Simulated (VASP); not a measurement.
Input:

```
CELL_PARAMETERS angstrom
      2.89757     0.00000     0.00000
      0.00000     2.89757     0.00000
      0.00000     0.00000     2.89757
ATOMIC_POSITIONS crystal
  Hf 0.00000 0.00000 0.00000
```

The numbers are results of r2SCAN meta-GGA, VASP's PBE PAW potentials (set 64) (plane waves; VASP), not measurements. Settings: 400 eV cut-off, 14×14×14 Γ-centred mesh, tetrahedra with Blöchl corrections, potentials Hf_pv.

Unless said otherwise, spin-orbit coupling is left out, though it shifts the bands of the heavy elements here.

**Question.** What does the run give for the energy per atom (σ→0), band gap (over mesh and band path) with the smallest direct gap where there is one?

**Answer.** 
```
Quantity                                                              Result
----------------------------------  ----------------------------------------
band gap (over mesh and band path)  none (metal, semimetal or under 0.01 eV)
energy per atom (σ→0)                                        -43.926 eV/atom
```

Total energies compare only between runs with the same potentials, cut-off and functional.

The structure was generated: Hf was put into the simple-cubic type (Pm-3m), which need not be its known phase. It was relaxed first.
